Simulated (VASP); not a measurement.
Write the native input for VASP 6.6.1 that does the following.

```
Task                   : relaxation of cell and atoms
Functional             : PBE
Potentials or basis    : VASP PAW PBE potentials, release 64 (Cd, Te, O)
Cutoff                 : 520 eV
k mesh                 : 4 × 4 × 3
Occupations            : gaussian, width 0.15 eV
Spin                   : no spin polarisation
Further INCAR settings : PREC = Normal; ALGO = Fast; EDIFF = 0.0001; IBRION = 2; EDIFFG = -0.08; NSW = 24; ISIF = 3
```

The structure of Cd2TeO lies in POSCAR:

```
Cd2TeO
1.0
    4.0346870900      0.0000000000      0.0000000000
   -2.0173435500      3.4941415200      0.0000000000
    0.0000000000      0.0000000000      6.2143965600
Cd Te O
2 1 1
Direct
    0.6666666700      0.3333333300      0.7339000100
    0.6666666700      0.3333333300      0.2660999900
    0.0000000000      0.0000000000      0.0000000000
    0.3333333300      0.6666666700      0.5000000000
```

The cell was built by a generator and needn't be a form met in nature.

The input as run:

INCAR

```
  PREC = Normal
  ENCUT = 520
  EDIFF = 1E-4
  ISMEAR = 0
  SIGMA = 0.15
  LREAL = F
  LASPH = T
  NELM = 60
  ALGO = Fast
  ISIF = 3
  LWAVE = F
  LCHARG = F
  GGA = PE
  IBRION = 2
  NSW = 24
  EDIFFG = -0.08
```

KPOINTS

```
Automatic mesh
0
Gamma
  4 4 3
```

Potentials or basis: VASP PAW PBE potentials, release 64 (Cd, Te, O).

Launch:

```sh
$ cat potpaw_PBE.64/Cd/POTCAR potpaw_PBE.64/Te/POTCAR potpaw_PBE.64/O/POTCAR > POTCAR
$ mpirun -np 1 vasp_std > vasp.out
```

It gave:

* Relaxed volume: 20.55 Å³/atom
* Relaxed cell: a = 3.609 Å, b = 3.609 Å, c = 7.285 Å, α = 90.00°, β = 90.00°, γ = 120.00°
* Space group after relaxing (to 0.05 Å): P-6m2 (No. 187)
* Energy gained by relaxing: 150.9 meV/atom
* Ionic steps: 11
* Pressure after relaxing: 0.2 GPa
* Largest force after relaxing: 0.077 eV/Å
* Band gap on the k mesh: none (metal or under the smearing width)

Caveat: the k mesh is coarse (spacing up to 0.45 Å⁻¹), so the values aren't converged; the relaxation stopped at a loose force limit of 0.08 eV/Å, so its end isn't a converged minimum.

Run time: 33 s on 1 thread of Intel(R) Xeon(R) 6975P-C (Granite Rapids), on a shared host, peak memory 0.16 GiB.
